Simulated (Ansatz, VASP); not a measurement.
# Cross-check of Ge2H (Ge(100) slab, H on the bottom face, dimerised) between VASP and Ansatz

Aim: how closely do two programs agree when they are given the same cell, functional and k mesh? Of the first pair: The structure shown is the start of the Ansatz relaxation below; VASP solves that cell, so the two are compared at the walk's first step.

Method: plane waves, with VASP 6.6.1 beside it; single point at PBE, in Ansatz 0.2.0.

## (1) The starting structure

The cell holds 48 atoms: 32 Ge and 16 H. Cell: a = 16.003 Å, b = 8.002 Å, c = 15.127 Å, α = 90.0°, β = 90.0°, γ = 90.0°. It derives from Ge (diamond-structure). As first built, before any earlier steps moved the atoms (in the runner's words): diamond-structure Ge (a = 5.658 A), (100) slab of 4 atomic planes, 4 x 2 surface cells, H on the broken bonds of the bottom face; top atoms paired into dimers, p(2x2) buckling; displaced by a Gaussian of 0.02 A. Vacuum lies along c.

## (2) Ansatz: relaxation, PBE

Ansatz runs on its default PAW (the set named soft_2) files.

The two programs are compared at the cell with which this relaxation starts, whose forces are those of its first step.

Contents of input.yaml:

```yaml
crystal:
  lattice:
    - [16.00324, 0.0, 0.0]
    - [0.0, 8.00162, 0.0]
    - [0.0, 0.0, 15.12685]
  atoms:
    - { symbol: Ge, position: [0.12606, 0.25051, 0.38776] }
    - { symbol: Ge, position: [5.0e-05, 0.25016, 0.47999] }
    - { symbol: Ge, position: [0.00045, 0.49968, 0.57517] }
    - { symbol: Ge, position: [0.126, 0.0981, 0.66841] }
    - { symbol: Ge, position: [0.12439, 0.7517, 0.39165] }
    - { symbol: Ge, position: [0.00186, 0.75539, 0.4801] }
    - { symbol: Ge, position: [0.00272, 0.99774, 0.57642] }
    - { symbol: Ge, position: [0.12521, 0.4035, 0.62402] }
    - { symbol: Ge, position: [0.37433, 0.25049, 0.3896] }
    - { symbol: Ge, position: [0.25126, 0.25447, 0.48102] }
    - { symbol: Ge, position: [0.25133, 0.50041, 0.57838] }
    - { symbol: Ge, position: [0.37825, 0.09518, 0.62312] }
    - { symbol: Ge, position: [0.37787, 0.75327, 0.38673] }
    - { symbol: Ge, position: [0.25039, 0.74606, 0.48324] }
    - { symbol: Ge, position: [0.25153, 0.99591, 0.57767] }
    - { symbol: Ge, position: [0.37815, 0.40267, 0.66974] }
    - { symbol: Ge, position: [0.62582, 0.24946, 0.39082] }
    - { symbol: Ge, position: [0.50197, 0.25122, 0.48229] }
    - { symbol: Ge, position: [0.50336, 0.50067, 0.57653] }
    - { symbol: Ge, position: [0.62761, 0.09897, 0.66839] }
    - { symbol: Ge, position: [0.6281, 0.75117, 0.38804] }
    - { symbol: Ge, position: [0.5016, 0.7495, 0.48074] }
    - { symbol: Ge, position: [0.50142, 0.99472, 0.57594] }
    - { symbol: Ge, position: [0.62482, 0.40029, 0.62375] }
    - { symbol: Ge, position: [0.87628, 0.24782, 0.38718] }
    - { symbol: Ge, position: [0.75126, 0.25063, 0.48276] }
    - { symbol: Ge, position: [0.75227, 0.49564, 0.57644] }
    - { symbol: Ge, position: [0.87538, 0.09586, 0.62333] }
    - { symbol: Ge, position: [0.87482, 0.74712, 0.38961] }
    - { symbol: Ge, position: [0.75086, 0.75378, 0.48273] }
    - { symbol: Ge, position: [0.7518, 0.99806, 0.57509] }
    - { symbol: Ge, position: [0.8786, 0.40393, 0.6691] }
    - { symbol: H, position: [0.12699, 0.09482, 0.3305] }
    - { symbol: H, position: [0.12849, 0.40759, 0.32989] }
    - { symbol: H, position: [0.12735, 0.90424, 0.32933] }
    - { symbol: H, position: [0.12681, 0.59187, 0.32867] }
    - { symbol: H, position: [0.37547, 0.08979, 0.32971] }
    - { symbol: H, position: [0.37658, 0.40617, 0.33055] }
    - { symbol: H, position: [0.37629, 0.59826, 0.33] }
    - { symbol: H, position: [0.37576, 0.90118, 0.33328] }
    - { symbol: H, position: [0.62783, 0.40416, 0.33124] }
    - { symbol: H, position: [0.62623, 0.09743, 0.33091] }
    - { symbol: H, position: [0.62722, 0.58825, 0.33113] }
    - { symbol: H, position: [0.62737, 0.90414, 0.32932] }
    - { symbol: H, position: [0.87563, 0.09536, 0.33216] }
    - { symbol: H, position: [0.87586, 0.40322, 0.33057] }
    - { symbol: H, position: [0.87671, 0.90789, 0.33009] }
    - { symbol: H, position: [0.87604, 0.59584, 0.3313] }
kpoints:
  mp_grid: { grid: [1, 2, 1] }
hamiltonian:
  xc: pbe
scf:
  occupations: { method: fermi_dirac, width: 0.05 }
output:
  forces: true
relax:
  f_tol: 0.05
  max_steps: 110
  constraints:
    - { sites: [0, 4, 8, 12, 16, 20, 24, 28, 32, 33, 34, 35, 36, 37, 38, 39, 40, 41, 42, 43, 44, 45, 46, 47], fix: xyz }
```

The run is started by

```bash
ansatz run input.yaml --threads 8 --pin off --max-ram 15872MiB --backend cpu --events-out ev --progress --plain --runs-dir out
```

Numbers of over 12 decimals in the logs are rounded to 6 here.

Log:

```text
Engine: ansatz 0.2.0, aarch64-unknown-linux-gnu
Pseudopotentials: kind: paw
Pseudopotential: Ge, paw, valence charge 14, recommended cutoff 420 eV (normal), Ge.paw.azcp
Pseudopotential: H, paw, valence charge 1, recommended cutoff 420 eV (normal), H.paw.azcp
Functional definition: PBE
  parameter kappa = 0.804
  parameter beta = 0.066725
  exchange = pbe_x(kappa = kappa, mu = beta*pi^2/3)
  correlation = pbe_c(beta = beta)
Crystal: 48 atoms, lattice volume = 1937.021 Å³
Basis set: ecut = 420 eV, 37849 PW (Γ), exchange–correlation on 216×108×216 points (8 copies of the dense FFT grid, shifted against one another)
Bands: 280, of which v1, the nominal top of the filled ones, is band 232 counted from 1 (231 counted from 0)
Symmetry: 1 space group operations
Space group: P1 (ITA 1), of the structure as read, at distance tolerance 1.2e-4 Å
k-points: 2
Non-local potential: Ge, projectors of the file, l = 0: 2, l = 1: 2, l = 2: 3, l = 3: 1
Non-local potential: H, projectors of the file, l = 0: 2, l = 1: 1
PAW form: soft (Blöchl's): semilocal exchange-correlation on the pseudo side does not see the compensation charge
PAW one-centre angular grid: Ge, 590 points (default); XC on 64 Gauss nodes
PAW one-centre angular grid: H, 110 points (default); XC on 64 Gauss nodes
Initial density: superposition of atomic densities (neutral atoms: chi_scale 0, normalization atom), corrected by the library's trained network
Initial wavefunctions: pseudopotential atomic-orbital guess
Functional: x = pbe(κ = 0.804, μ = 0.219515), c = pbe(β = 0.066725)
SCF iter   1: F=—  HF=-137677.361447 eV  |F-HF|=—  |Δ(HF+E_count)|=         —  Δρ=2.02e-3  dr2=2.40e-1  ethr=1.77e-3  ⟨swp⟩=5.5  Hψ=1981  notcnv=0  defer=47
preconditioner: auto → LDOS  [metal: Δε(μ)=0.030 eV  Ē_g=21.713 eV  σ=0.050 eV  W_gap=0.15  n_scr=316 (ndim 8)  ℏωp=18.2 eV  f_vac=0.548  D(μ)=21.46/eV (n_scr^D=90)  β→1.0]
SCF iter   2: F=—  HF=-137677.327587 eV  |F-HF|=—  |Δ(HF+E_count)|=   3.39e-2  Δρ=1.37e-3  dr2=5.63e-2  ethr=5.17e-5  ⟨swp⟩=3.0  Hψ=1141  notcnv=0  defer=75
SCF iter   3: F=—  HF=-137677.320732 eV  |F-HF|=—  |Δ(HF+E_count)|=   6.86e-3  Δρ=4.17e-4  dr2=1.49e-2  ethr=1.21e-5  ⟨swp⟩=2.0  Hψ=970  notcnv=0  defer=75
SCF iter   4: F=—  HF=-137677.319097 eV  |F-HF|=—  |Δ(HF+E_count)|=   1.64e-3  Δρ=1.95e-4  dr2=3.29e-3  ethr=3.22e-6  ⟨swp⟩=2.0  Hψ=950  notcnv=0  defer=75
SCF iter   5: F=—  HF=-137677.318770 eV  |F-HF|=—  |Δ(HF+E_count)|=   3.27e-4  Δρ=9.73e-5  dr2=6.74e-4  ethr=7.08e-7  ⟨swp⟩=2.0  Hψ=951  notcnv=0  defer=75
SCF iter   6: F=—  HF=-137677.318647 eV  |F-HF|=—  |Δ(HF+E_count)|=   1.23e-4  Δρ=3.57e-5  dr2=1.17e-4  ethr=1.45e-7  ⟨swp⟩=2.0  Hψ=988  notcnv=0  defer=75
SCF iter   7: F=-137677.318625 eV  HF=-137677.318639 eV  |F-HF|=1.43e-5  |Δ(HF+E_count)|=   8.13e-6  Δρ=1.79e-5  dr2=2.17e-5  ethr=1.35e-8  ⟨swp⟩=2.5  Hψ=1717  notcnv=0
SCF 1 converged in 7 iterations: F = -137677.318625 eV  dr2 = 2.17e-5
  greatest PAW one-centre occupation: 0.998 electrons in one spin orbital (limit 2), on the Ge atom at site 23 (counted from 0), in its partial waves of l = 2
relax step   1: F+E_penalty+E_count = -137677.31862475 eV  Δ(F+E_penalty+E_count) = +0.000e0 eV  max|allowed force component| = 2.274e0 eV/Å  Δτ_max = 0.0000 Å  (7 SCF iters, dr2 threshold 6.25e-5 eV, accepted)
[...]
relax step  10: F+E_penalty+E_count = -137679.55541273 eV  Δ(F+E_penalty+E_count) = -7.198e-3 eV  max|allowed force component| = 4.776e-2 eV/Å  Δτ_max = 0.0433 Å  (8 SCF iters, accepted)
relax step  11: F+E_penalty+E_count = -137679.55172396 eV  Δ(F+E_penalty+E_count) = +3.689e-3 eV  max|allowed force component| = 1.243e-1 eV/Å  Δτ_max = 0.0981 Å  (10 SCF iters, rejected (line search))
[...]
relax step  12: F+E_penalty+E_count = -137679.56258129 eV  Δ(F+E_penalty+E_count) = -7.169e-3 eV  max|allowed force component| = 3.336e-2 eV/Å  Δτ_max = 0.0468 Å  (7 SCF iters, accepted)
SCF converged after 7 iterations
Free energy (F): -137679.562581 eV
Harris-Foulkes:  -137679.562581 eV  (|F-HF|=8.73e-8)
Internal energy: -137679.536166 eV  (E = F + TS)
E sigma→0 (E₀):  -137679.549373 eV
Entropy (-TS):   -0.026416 eV (-0.550 meV/atom)
Fermi energy:    0.471775 eV
--- Per-component energies (eV) ---
  E_band       = -8264.595404
  E_kinetic    = 3765.759501
  E_local      = -229335.406260  (includes V_loc(G=0)·N_el)
  E_nonlocal   = 13404.138884
  E_hartree    = 108065.721612
  E_xc         = -2549.331463
  E_vxc        = -2234.302533  (∫ρ·V_xc dr)
  E_paw        = -64628.794603  (= ΣΔE_a)
  E_vpaw       = -9996.194427  (= ΣTr[D̂ρ^β])
  E_aug_tail   = -0.009760  (compensation charges beyond the density's cutoff)
  E_ewald      = 33598.385924
  E_smearing   = -0.026416  (= −TS)
  E_closure    = -0.000000  (closes the sum)
  Σ components = -137679.562581   (vs F -137679.562581, Δ=0.00e0)
--- Forces (eV/Å), atoms counted from 1 ---
  atom   1  Ge    -0.01745341     0.06271360     0.05662449
  atom   2  Ge     0.02594813    -0.01634043    -0.02201596
  atom   3  Ge     0.00502507     0.02953629     0.00104624
  atom   4  Ge     0.00284212     0.01804409     0.00791657
  atom   5  Ge     0.22703447    -0.67430705     0.03982993
  atom   6  Ge     0.00022631     0.00252543     0.02211198
  atom   7  Ge     0.00379128     0.02002540    -0.03335801
  atom   8  Ge    -0.00829732    -0.02468377     0.01689335
  atom   9  Ge    -0.02195391    -0.34589883    -0.40996275
  atom  10  Ge     0.02176727     0.00401781    -0.01814326
  atom  11  Ge     0.01504906    -0.00747462    -0.00136788
  atom  12  Ge    -0.02794555     0.02774280     0.03216066
  atom  13  Ge    -0.02844242    -1.24887984     2.14026494
  atom  14  Ge    -0.00862404     0.00399532    -0.00656473
  atom  15  Ge    -0.01060154    -0.02238436     0.00420648
  atom  16  Ge    -0.01711594    -0.02146701    -0.00904721
  atom  17  Ge    -0.00425753     0.04153428    -0.03439720
  atom  18  Ge     0.01713585    -0.00837693    -0.01988684
  atom  19  Ge    -0.00000795     0.01756040    -0.00171499
  atom  20  Ge    -0.00084678     0.02218154     0.00686356
  atom  21  Ge    -0.07593621    -0.72521678     0.78269892
  atom  22  Ge    -0.00402777     0.00420003     0.02457287
  atom  23  Ge     0.01314836     0.01334690    -0.03066731
  atom  24  Ge    -0.00139363    -0.03005278     0.01912555
[...]
atom  41  H      0.01434661     0.01052589    -0.20351329
  atom  42  H      0.07680145    -0.12765541    -0.33945855
  atom  43  H      0.03707040     0.44022184     0.07575606
  atom  44  H      0.08567487     0.19965141    -0.30365776
  atom  45  H     -0.08441206    -0.73235471    -0.78415035
  atom  46  H     -0.03703839     0.14597491    -0.44491680
  atom  47  H     -0.01077045    -0.53639226     0.17175663
  atom  48  H     -0.05261612    -0.41656322    -0.42440379
  max |Σ_I F_I| component: 4.77e-5 eV/Å
--- Relaxed structure (12 steps of the walk, 9 accepted, 0 SCFs on fresh bases) ---
  F+E_penalty+E_count = -137679.56258129 eV   max|allowed force component| = 3.336e-2 eV/Å
  atoms:
    - { symbol: Ge, position: [0.12606, 0.25051, 0.38776] }
    - { symbol: Ge, position: [0.000778843, 0.248429, 0.476786] }
    - { symbol: Ge, position: [0.00251022, 0.487706, 0.578055] }
    - { symbol: Ge, position: [0.122795, 0.071236, 0.692756] }
    - { symbol: Ge, position: [0.12439, 0.7517, 0.39165] }
    - { symbol: Ge, position: [-0.000255411, 0.748718, 0.487879] }
    - { symbol: Ge, position: [0.00558477, 1.007868, 0.580042] }
    - { symbol: Ge, position: [0.136858, 0.371250, 0.632141] }
    - { symbol: Ge, position: [0.37433, 0.25049, 0.3896] }
    - { symbol: Ge, position: [0.249263, 0.250989, 0.481779] }
    - { symbol: Ge, position: [0.268948, 0.499747, 0.585885] }
    - { symbol: Ge, position: [0.373775, 0.128193, 0.633476] }
    - { symbol: Ge, position: [0.37787, 0.75327, 0.386730] }
    - { symbol: Ge, position: [0.253048, 0.751584, 0.487365] }
    - { symbol: Ge, position: [0.240576, 1.004781, 0.584684] }
    - { symbol: Ge, position: [0.387380, 0.429227, 0.693044] }
    - { symbol: Ge, position: [0.62582, 0.24946, 0.390820] }
    - { symbol: Ge, position: [0.499755, 0.249080, 0.478490] }
    - { symbol: Ge, position: [0.502270, 0.491594, 0.577561] }
    - { symbol: Ge, position: [0.622321, 0.072645, 0.692845] }
    - { symbol: Ge, position: [0.6281, 0.75117, 0.38804] }
    - { symbol: Ge, position: [0.502740, 0.750749, 0.485068] }
    - { symbol: Ge, position: [0.505588, 1.006758, 0.580393] }
    - { symbol: Ge, position: [0.635597, 0.371837, 0.631799] }
    - { symbol: Ge, position: [0.87628, 0.24782, 0.387180] }
    - { symbol: Ge, position: [0.751698, 0.250934, 0.480994] }
    - { symbol: Ge, position: [0.768593, 0.497623, 0.586029] }
    - { symbol: Ge, position: [0.873873, 0.128878, 0.633945] }
    - { symbol: Ge, position: [0.87482, 0.74712, 0.389610] }
    - { symbol: Ge, position: [0.751737, 0.751288, 0.489644] }
    - { symbol: Ge, position: [0.740505, 1.006765, 0.585548] }
    - { symbol: Ge, position: [0.887329, 0.429134, 0.693623] }
    - { symbol: H, position: [0.12699, 0.09482, 0.3305] }
    - { symbol: H, position: [0.12849, 0.40759, 0.32989] }
    - { symbol: H, position: [0.12735, 0.904240, 0.329330] }
    - { symbol: H, position: [0.12681, 0.591870, 0.32867] }
    - { symbol: H, position: [0.37547, 0.08979, 0.32971] }
    - { symbol: H, position: [0.37658, 0.406170, 0.33055] }
    - { symbol: H, position: [0.37629, 0.59826, 0.330000] }
    - { symbol: H, position: [0.37576, 0.90118, 0.33328] }
    - { symbol: H, position: [0.62783, 0.40416, 0.33124] }
    - { symbol: H, position: [0.62623, 0.09743, 0.330910] }
    - { symbol: H, position: [0.62722, 0.58825, 0.33113] }
    - { symbol: H, position: [0.62737, 0.90414, 0.32932] }
    - { symbol: H, position: [0.87563, 0.09536, 0.33216] }
    - { symbol: H, position: [0.87586, 0.40322, 0.330570] }
    - { symbol: H, position: [0.87671, 0.90789, 0.33009] }
    - { symbol: H, position: [0.87604, 0.59584, 0.3313] }
```

In the SCF lines HF is the Harris–Foulkes energy and dr2 the Hartree energy of the density residual, in eV; the loop may stop once dr2 is under the threshold and the program's other checks hold. Hψ counts applications of the Hamiltonian.

[end of part 1 of 2]

[Lines on the potential files, build, host, timing and source positions are cut from VASP's logs without a mark.]

[Logs are printed without paths, hosts, clocks, repeated set-up lines and the standing remarks that a program may print on its own settings, such as how far it seeks lower states.]

[Hosts, paths, dates, database ids (printed as entryN), source tags and the programs' standing remarks are cut or masked in the printed files.]
